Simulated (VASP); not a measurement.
Here is the system:

```
CaF2
1.0
    0.00000     2.54421     2.54421
    2.54421     0.00000     2.54421
    2.54421     2.54421     0.00000
Ca F
1 2
Direct
  0.00000   0.00000   0.00000
  0.25000   0.25000   0.25000
  0.75000   0.75000   0.75000
```

Method: LDA (Ceperley-Alder, Perdew-Zunger), VASP's LDA PAW potentials (set 64) (plane waves; VASP 6.6.1). Run with 620 eV cut-off, 8×8×8 Γ-centred mesh, Gaussian smearing of 0.050 eV, potentials Ca_sv F.

Question: Predict the energy per atom (σ→0), pressure, band gap (on the k-mesh) with the smallest direct gap where there is one.

Answer: 
```json
{
  "band gap (on the k-mesh)": "8.24 eV",
  "smallest direct gap (on the k-mesh)": "8.39 eV",
  "energy per atom (σ→0)": "-6.241 eV/atom",
  "pressure": "19.97 GPa"
}
```

Only differences to runs with the same potentials and settings are physical.

The compound is CaF2 in the fluorite structure. It was relaxed first under an external pressure of 20 GPa.
